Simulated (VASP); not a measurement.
Calculation: PBEsol GGA, VASP's PBE PAW potentials (set 64) (plane waves; VASP).

The input files of a VASP run:

### POSCAR
```
Ca
5.6325880
  0.0000000000   0.5000000000   0.5000000000
  0.5000000000   0.0000000000   0.5000000000
  0.5000000000   0.5000000000   0.0000000000
Ca
1
Cartesian
  0.0000000000   0.0000000000   0.0000000000
```

KPOINTS:
```
kpoints
0
Gamma
  11 11 11
0.5 0.5 0.5
```

### INCAR
```
# general
SYSTEM  =  Ca
PREC    =  Accurate
ENCUT   =  420
LREAL   =  .FALSE.   # projection in real space or not
LASPH   =  .TRUE.   # aspherical one-centre terms

# electronic loop
EDIFF   =  1E-09
NELM    =  100
ALGO    =  Normal

# smearing
ISMEAR  =  -1   # Fermi-Dirac
SIGMA   =  0.136   # width (eV)

# functional
GGA     =  PS   # PBEsol

# ions
ISIF    =  2   # forces and stress, cell fixed

# output
LWAVE   =  .FALSE.
LCHARG  =  .FALSE.
```

POTCAR, in this order: Ca_sv (PBE.64 set). Program: vasp_std.

Gaps are read on the run's mesh, which can miss a band edge.

**Question.** What does the run give for the energy per atom (σ→0), pressure, band gap (on the k-mesh)?

**Answer.** 
The energy per atom (σ→0) is -204.1 kJ/mol of atoms. The band gap (on the k-mesh) is none (metal, semimetal or under 0.01 eV) and the pressure is -1.45 GPa.

### OSZICAR
```
...
DAV:  10    -0.215281131272E+01   -0.34374E-06   -0.67460E-06  3888   0.291E-02    0.216E-03
DAV:  11    -0.215281077622E+01    0.53650E-06   -0.45674E-07  3882   0.847E-03    0.131E-03
DAV:  12    -0.215281083143E+01   -0.55218E-07   -0.54334E-08  4215   0.185E-03    0.365E-05
DAV:  13    -0.215281084021E+01   -0.87796E-08   -0.30921E-09  3725   0.410E-04    0.867E-05
DAV:  14    -0.215281082926E+01    0.10950E-07   -0.22692E-10  1927   0.207E-04    0.353E-05
DAV:  15    -0.215281083406E+01   -0.47962E-08   -0.31137E-11  1832   0.559E-05    0.146E-06
DAV:  16    -0.215281083393E+01    0.13108E-09   -0.89210E-12  1789   0.231E-05
   1 F= -.21528108E+01 E0= -.21153038E+01  d E =-.750141E-01
```

The structure comes from a computed database's Ca entry; how it stands against other phases isn't given here. The cell was not relaxed at this level. The run is one of a series of settings (EDIFF = 1E-09, ENCUT = 420, KPOINTS 11×11×11 Γ-centred mesh shifted by (0.5, 0.5, 0.5) against the base run), some of them coarse on purpose.
